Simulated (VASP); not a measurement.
Computed with PBEsol GGA, VASP's PBE PAW potentials (set 64) (plane waves; VASP).

VASP ran on this input.

File POSCAR:
```
Yb(SiPd)2
1.0
 -2.0490000000   2.0490000000   4.9395000000
  2.0490000000  -2.0490000000   4.9395000000
  2.0490000000   2.0490000000  -4.9395000000
Yb Pd Si
1 2 2
direct
 -0.0014660000  -0.0076900000  -0.0022940000
  0.7775690000   0.2600720000   0.5311830000
  0.2480530000   0.7469560000   0.4861190000
  0.3565610000   0.3705160000  -0.0059580000
  0.6192840000   0.6301460000  -0.0090500000
```

**INCAR**
```
SYSTEM = Yb(SiPd)2
PREC = Accurate
ENCUT = 300
EDIFF = 1E-6
NELM = 100
ALGO = Normal
LREAL = .FALSE.
LASPH = .TRUE.
ISMEAR = -1
SIGMA = 0.1
GGA = PS
LMAXMIX = 6
LWAVE = .FALSE.
LCHARG = .FALSE.
ISIF = 2
ISPIN = 2
MAGMOM = 1.0 0.0 0.0 0.0 0.0
LORBIT = 11
```

File KPOINTS:
```
Automatic
0
gamma
5 5 5
0 0 0
```

POTCAR, in this order: Yb Pd Si (PBE.64 set). Program: vasp_std.

The run wrote:

OUTCAR:
```
 ion  position               nearest neighbor table
   1  0.999  0.992  0.998-   4 3.12   3 3.13   2 3.13   5 3.14   4 3.16   5 3.16   3 3.17   4 3.18
                             2 3.19   5 3.20   2 3.20   4 3.22   5 3.23   3 3.26   3 3.28   2 3.32
   2  0.778  0.260  0.531-   4 2.21   5 2.37   5 2.41   4 2.46   3 2.77   3 2.85   3 2.95   3 3.03
                             1 3.13   1 3.19   1 3.20   1 3.32
   3  0.248  0.747  0.486-   4 2.29   4 2.37   5 2.38   5 2.41   2 2.77   2 2.85   2 2.95   2 3.03
                             1 3.13   1 3.17   1 3.26   1 3.28
   4  0.357  0.371  0.994-   2 2.21   3 2.29   3 2.37   2 2.46   5 2.60   1 3.12   1 3.16   1 3.18
                             1 3.22
   5  0.619  0.630  0.991-   2 2.37   3 2.38   3 2.41   2 2.41   4 2.60   1 3.14   1 3.16   1 3.20
                             1 3.23
  LATTYP: Found a body centered tetragonal cell.
 ALAT       =     4.0980000000
 C/A-ratio  =     2.4106881406
 Subroutine PRICEL returns:
 Original cell was already a primitive cell.
 Subroutine GETGRP returns: Found  1 space group operations
The static configuration has the point symmetry C_1 .
The dynamic configuration has the point symmetry C_1 .
The overall configuration has the point symmetry C_1 .
 Subroutine INISYM returns: Found  1 space group operations
 Subroutine IBZKPT returns following result:
 Found     63 irreducible k-points:

 Following reciprocal coordinates:
            Coordinates               Weight
  0.000000  0.000000  0.000000      1.000000
  0.200000  0.000000 -0.000000      2.000000
  0.000000  0.200000 -0.000000      2.000000
  0.000000  0.200000 -0.200000      2.000000
  0.200000  0.000000 -0.200000      2.000000
  0.400000  0.000000 -0.000000      2.000000
  0.000000  0.400000 -0.000000      2.000000
  0.000000  0.400000 -0.400000      2.000000
  0.400000  0.000000 -0.400000      2.000000
  0.200000  0.200000 -0.000000      2.000000
  0.000000  0.400000 -0.200000      2.000000
  0.200000  0.200000 -0.400000      2.000000
  0.400000  0.000000 -0.200000      2.000000
  0.400000  0.200000 -0.000000      2.000000
  0.000000 -0.400000 -0.200000      2.000000
  0.200000  0.400000  0.400000      2.000000
 -0.400000  0.000000 -0.400000      2.000000
 -0.400000 -0.200000 -0.400000      2.000000
  0.000000  0.400000  0.400000      2.000000
 -0.200000 -0.400000  0.000000      2.000000
  0.400000 -0.000000  0.200000      2.000000
 -0.400000  0.200000  0.000000      2.000000
 -0.000000 -0.200000 -0.200000      2.000000
  0.200000 -0.400000  0.200000      2.000000
 -0.200000 -0.000000  0.400000      2.000000
  0.400000 -0.200000 -0.200000      2.000000
  0.000000  0.200000 -0.400000      2.000000
 -0.200000  0.400000 -0.000000      2.000000
  0.200000  0.000000  0.200000      2.000000
 -0.200000  0.200000  0.000000      2.000000
  0.000000  0.000000 -0.200000      2.000000
  0.400000  0.400000 -0.000000      2.000000
  0.000000 -0.200000 -0.400000      2.000000
  0.400000  0.400000  0.200000      2.000000
 -0.200000  0.000000 -0.400000      2.000000
 -0.400000  0.400000  0.000000      2.000000
  0.000000  0.000000 -0.400000      2.000000
  0.200000  0.200000  0.200000      2.000000
 -0.200000 -0.400000 -0.200000      2.000000
  0.200000  0.200000  0.400000      2.000000
   k-points           NKPTS =     63   k-points in BZ     NKDIM =     63   number of bands    NBANDS=     32
   number of dos      NEDOS =    301   number of ions     NIONS =      5
   total plane-waves  NPLWV =  32768
   dimension x,y,z NGX =    32 NGY =   32 NGZ =   32
   dimension x,y,z NGXF=    64 NGYF=   64 NGZF=   64
   ions per type =               1   2   2
   PREC   = accura    normal or accurate (medium, high low for compatibility)
   ISTART =      0    job   : 0-new  1-cont  2-samecut
   ICHARG =      2    charge: 1-file 2-atom 10-const
...
```

File OSZICAR:
```
       N       E                     dE             d eps       ncg     rms          rms(c)
DAV:   1     0.237805405138E+03    0.23781E+03   -0.15600E+04 11648   0.336E+03
DAV:   2    -0.550512622155E+01   -0.24331E+03   -0.23319E+03 10040   0.473E+02
DAV:   3    -0.294573314375E+02   -0.23952E+02   -0.23258E+02  9592   0.969E+01
DAV:   4    -0.329795539025E+02   -0.35222E+01   -0.34831E+01 14928   0.307E+01
DAV:   5    -0.331226701912E+02   -0.14312E+00   -0.14296E+00 12520   0.701E+00    0.339E+01
DAV:   6    -0.328787049855E+02    0.24397E+00   -0.14879E+01 11808   0.595E+01    0.318E+01
DAV:   7    -0.328723021205E+02    0.64029E-02   -0.67964E+00 10600   0.839E+01    0.248E+01
DAV:   8    -0.340266510130E+02   -0.11543E+01   -0.36849E+01 10960   0.883E+01    0.258E+01
DAV:   9    -0.358452330048E+02   -0.18186E+01   -0.28453E+00 13520   0.582E+01    0.343E+01
DAV:  10    -0.364760260816E+02   -0.63079E+00   -0.78059E-01 11696   0.839E+00    0.374E+01
DAV:  11    -0.329725427843E+02    0.35035E+01   -0.38956E+00 10656   0.468E+01    0.240E+01
DAV:  12    -0.323950006258E+02    0.57754E+00   -0.10396E+00 13568   0.322E+01    0.138E+01
DAV:  13    -0.320602509662E+02    0.33475E+00   -0.26068E-01 14312   0.126E+01    0.101E+01
DAV:  14    -0.319088976682E+02    0.15135E+00   -0.12072E-01 14704   0.496E+00    0.779E+00
DAV:  15    -0.321152683811E+02   -0.20637E+00   -0.14592E-01 12408   0.847E+00    0.126E+01
DAV:  16    -0.325651273092E+02   -0.44986E+00   -0.18545E-01 10952   0.142E+01    0.146E+01
DAV:  17    -0.326134233240E+02   -0.48296E-01   -0.29846E-02 13992   0.196E+00    0.141E+01
DAV:  18    -0.325456732676E+02    0.67750E-01   -0.59968E-03 11816   0.275E+00    0.136E+01
DAV:  19    -0.322566179102E+02    0.28906E+00   -0.63588E-02 10480   0.115E+01    0.118E+01
DAV:  20    -0.316603510373E+02    0.59627E+00   -0.44669E-01 11456   0.237E+01    0.656E+00
DAV:  21    -0.314508115481E+02    0.20954E+00   -0.57625E-01 13040   0.201E+01    0.696E+00
DAV:  22    -0.316504551027E+02   -0.19964E+00   -0.23922E-01 14160   0.628E+00    0.127E+01
DAV:  23    -0.316195850912E+02    0.30870E-01   -0.52117E-02 12472   0.127E+00    0.113E+01
DAV:  24    -0.316005243967E+02    0.19061E-01   -0.46551E-03 12552   0.483E-01    0.113E+01
DAV:  25    -0.315640969535E+02    0.36427E-01   -0.28153E-03 14416   0.869E-01    0.108E+01
DAV:  26    -0.315600010450E+02    0.40959E-02   -0.77739E-01 11360   0.177E+01    0.339E+00
DAV:  27    -0.314465582331E+02    0.11344E+00   -0.22226E-01 10736   0.137E+01    0.692E+00
DAV:  28    -0.314376399852E+02    0.89182E-02   -0.17960E-02 12008   0.252E+00    0.450E+00
DAV:  29    -0.314408661181E+02   -0.32261E-02   -0.72589E-03 13624   0.156E+00    0.302E+00
DAV:  30    -0.314389833531E+02    0.18828E-02   -0.12444E-02 11768   0.274E+00    0.373E+00
DAV:  31    -0.314372076527E+02    0.17757E-02   -0.14759E-03 13024   0.693E-01    0.312E+00
DAV:  32    -0.314366505854E+02    0.55707E-03   -0.46853E-04 13056   0.452E-01    0.246E+00
DAV:  33    -0.314402513175E+02   -0.36007E-02   -0.29019E-03 11696   0.137E+00    0.256E+00
DAV:  34    -0.314377804382E+02    0.24709E-02   -0.61387E-04 11552   0.582E-01    0.197E+00
DAV:  35    -0.314379040173E+02   -0.12358E-03   -0.15744E-04 11784   0.917E-02    0.181E+00
DAV:  36    -0.314369886705E+02    0.91535E-03   -0.15715E-04 10344   0.316E-01    0.166E+00
DAV:  37    -0.314370127178E+02   -0.24047E-04   -0.20240E-05 10976   0.215E-02    0.167E+00
DAV:  38    -0.314365470448E+02    0.46567E-03   -0.86925E-05  9848   0.241E-01    0.159E+00
DAV:  39    -0.314366247905E+02   -0.77746E-04   -0.88566E-06  9960   0.537E-02    0.161E+00
DAV:  40    -0.314364648178E+02    0.15997E-03   -0.14844E-05  8192   0.887E-02    0.151E+00
DAV:  41    -0.314365303420E+02   -0.65524E-04   -0.34872E-06  7288   0.470E-02    0.153E+00
DAV:  42    -0.314370729552E+02   -0.54261E-03   -0.11285E-04  8544   0.269E-01    0.163E+00
DAV:  43    -0.314367767052E+02    0.29625E-03   -0.24505E-05 11544   0.118E-01    0.157E+00
DAV:  44    -0.314368472572E+02   -0.70552E-04   -0.14843E-05 10424   0.597E-02    0.155E+00
DAV:  45    -0.314371358448E+02   -0.28859E-03   -0.26596E-05  8688   0.123E-01    0.158E+00
DAV:  46    -0.314370571406E+02    0.78704E-04   -0.20244E-05 11984   0.872E-02    0.155E+00
DAV:  47    -0.314386249249E+02   -0.15678E-02   -0.29131E-04 11200   0.423E-01    0.176E+00
DAV:  48    -0.314365919205E+02    0.20330E-02   -0.37435E-04 10200   0.504E-01    0.145E+00
DAV:  49    -0.314366542263E+02   -0.62306E-04   -0.17548E-05 10736   0.495E-02    0.147E+00
DAV:  50    -0.314368559393E+02   -0.20171E-03   -0.63697E-06  9472   0.544E-02    0.151E+00
DAV:  51    -0.314427983824E+02   -0.59424E-02   -0.18823E-03 10848   0.106E+00    0.228E+00
DAV:  52    -0.314362850974E+02    0.65133E-02   -0.17320E-03 10328   0.110E+00    0.156E+00
DAV:  53    -0.314378641303E+02   -0.15790E-02   -0.20435E-04 10368   0.360E-01    0.178E+00
DAV:  54    -0.314370095451E+02    0.85459E-03   -0.48719E-05 11128   0.160E-01    0.169E+00
DAV:  55    -0.314368422136E+02    0.16733E-03   -0.17621E-05 10256   0.684E-02    0.166E+00
DAV:  56    -0.314397018918E+02   -0.28597E-02   -0.38009E-04 11256   0.508E-01    0.182E+00
DAV:  57    -0.314395115072E+02    0.19038E-03   -0.48825E-05 12552   0.467E-02    0.174E+00
DAV:  58    -0.314393761753E+02    0.13533E-03   -0.38138E-06  9208   0.229E-02    0.173E+00
DAV:  59    -0.314388773355E+02    0.49884E-03   -0.31356E-05  6928   0.104E-01    0.162E+00
DAV:  60    -0.314373433134E+02    0.15340E-02   -0.50512E-04 11384   0.404E-01    0.122E+00
DAV:  61    -0.314357971399E+02    0.15462E-02   -0.20710E-03 11424   0.114E+00    0.646E-01
DAV:  62    -0.314360447550E+02   -0.24762E-03   -0.26604E-04 11848   0.167E-01    0.567E-01
DAV:  63    -0.314361575390E+02   -0.11278E-03   -0.21532E-05 12352   0.650E-02    0.515E-01
DAV:  64    -0.314364028655E+02   -0.24533E-03   -0.87489E-05 11336   0.195E-01    0.390E-01
DAV:  65    -0.314366818769E+02   -0.27901E-03   -0.14601E-04 12856   0.252E-01    0.232E-01
DAV:  66    -0.314369751147E+02   -0.29324E-03   -0.35023E-04 11960   0.413E-01    0.141E-01
DAV:  67    -0.314369942819E+02   -0.19167E-04   -0.11841E-04 11592   0.791E-02    0.175E-01
DAV:  68    -0.314370128549E+02   -0.18573E-04   -0.22755E-05 10272   0.660E-02    0.113E-01
DAV:  69    -0.314370244788E+02   -0.11624E-04   -0.69634E-06  8512   0.519E-02    0.751E-02
DAV:  70    -0.314370358320E+02   -0.11353E-04   -0.18718E-05  9992   0.933E-02    0.374E-02
DAV:  71    -0.314370382479E+02   -0.24159E-05   -0.10597E-05 11072   0.529E-02    0.369E-02
DAV:  72    -0.314370389598E+02   -0.71191E-06   -0.41224E-06  7864   0.268E-02
   1 F= -.31437039E+02 E0= -.31350564E+02  d E =-.172949E+00  mag=     0.0006
```

**OUTCAR**
```
------------------------ aborting loop because EDIFF is reached ----------------------------------------
  FORCE on cell =-STRESS in cart. coord.  units (eV):
  Direction    XX          YY          ZZ          XY          YZ          ZX
  --------------------------------------------------------------------------------------
  Total        3.6473762      4.0043989      0.4639474      0.1564729      1.4217813     -0.6863278
  in kB       70.4472827     77.3430013      8.9609170      3.0221973     27.4610078    -13.2560844
  external PRESSURE =      52.2504003 kB  Pullay stress =       0.0000000 kB
  volume of cell :       82.95
      direct lattice vectors                 reciprocal lattice vectors
    -2.049000000  2.049000000  4.939500000     0.000000000  0.244021474  0.101224820
     2.049000000 -2.049000000  4.939500000     0.244021474  0.000000000  0.101224820
     2.049000000  2.049000000 -4.939500000     0.244021474  0.244021474  0.000000000
 POSITION                                       TOTAL-FORCE (eV/Angst)
 -----------------------------------------------------------------------------------
      2.03155      2.05705      4.90561         0.095578     -0.114663      0.316073
      0.02804      2.14875      2.50165        -0.382640     -1.871502     -0.793391
      2.01831     -0.02619      2.51366         0.675859      0.263520     -0.616335
      2.06539      2.00820     -1.31867        -0.554058      1.545909      2.689293
      2.05271      2.00820      1.27676         0.165262      0.176736     -1.595641
 -----------------------------------------------------------------------------------
    total drift:                                0.000301     -0.000086      0.000117
  FREE ENERGIE OF THE ION-ELECTRON SYSTEM (eV)
  ---------------------------------------------------
  free  energy   TOTEN  =       -31.4370389598 eV

  energy  without entropy=      -31.2640895417  energy(sigma->0) =      -31.35056425

 total charge

# of ion       s       p       d       f       tot
--------------------------------------------------
    1        2.119   6.031   0.406  13.502  22.057
    2        0.579   0.738   8.611   0.000   9.929
    3        0.576   0.736   8.602   0.000   9.914
    4        0.764   0.906   0.000   0.000   1.669
    5        0.759   0.875   0.000   0.000   1.634
--------------------------------------------------
tot          4.796   9.286  17.619  13.502  45.203

 magnetization (x)

# of ion       s       p       d       f       tot
--------------------------------------------------
    1       -0.000  -0.000  -0.000   0.000   0.000
    2       -0.000   0.000   0.000   0.000   0.000
    3       -0.000   0.000   0.000   0.000   0.000
    4        0.000   0.000   0.000   0.000   0.000
    5        0.000   0.000   0.000   0.000   0.000
--------------------------------------------------
tot          0.000   0.000  -0.000   0.000   0.000
```
(Selected blocks of OUTCAR.)

**OUTCAR**
```
 val. band max:        7.9856909554   @ k =   0.0000   0.2000  -0.2000

 cond. band min:       8.0050594545   @ k =   0.2000   0.0000   0.2000


 Fermi energy:         7.9861918732

 spin component 1

 k-point     1 :       0.0000    0.0000    0.0000
  band No.  band energies     occupation
      1     -43.5385      1.00000
      2     -15.8371      1.00000
      3     -15.7978      1.00000
      4     -15.7969      1.00000
      5      -3.0674      1.00000
      6      -0.4825      1.00000
      7       1.4428      1.00000
      8       2.2078      1.00000
      9       2.4542      1.00000
     10       2.5180      1.00000
     11       4.1617      1.00000
     12       4.2432      1.00000
     13       4.4501      1.00000
     14       4.6970      1.00000
     15       5.0070      1.00000
     16       5.8190      1.00000
     17       6.2044      1.00000
     18       6.7325      1.00000
     19       6.7932      0.99999
     20       7.4357      0.99595
     21       7.4390      0.99581
     22       7.4981      0.99246
     23       7.5253      0.99013
     24       7.5463      0.98786
     25       7.5551      0.98676
     26       7.5558      0.98667
     27       8.2763      0.05212
     28      10.2357      0.00000
     29      10.2881      0.00000
     30      11.4894      0.00000
     31      12.0459      0.00000
     32      12.4233      0.00000

 k-point     2 :       0.2000    0.0000   -0.0000
  band No.  band energies     occupation
      1     -43.5380      1.00000
      2     -15.8359      1.00000
      3     -15.8247      1.00000
      4     -15.7946      1.00000
      5      -2.6639      1.00000
      6      -0.4424      1.00000
      7       1.7749      1.00000
      8       2.2614      1.00000
      9       2.3361      1.00000
     10       2.7640      1.00000
     11       3.4235      1.00000
     12       3.9706      1.00000
     13       4.4810      1.00000
     14       4.6879      1.00000
...
```

At this cut-off the stress carries a Pulay error, which pulls relaxed volumes low.

The structure comes from a measured Pd2YbSi2 entry of the Crystallography Open Database, whose conditions weren't checked. The cell was not relaxed at this level, atoms are displaced from their ideal sites. The k-mesh is coarse (spacing up to 0.43 per Å, 2π included), so the numbers may not be converged in it.
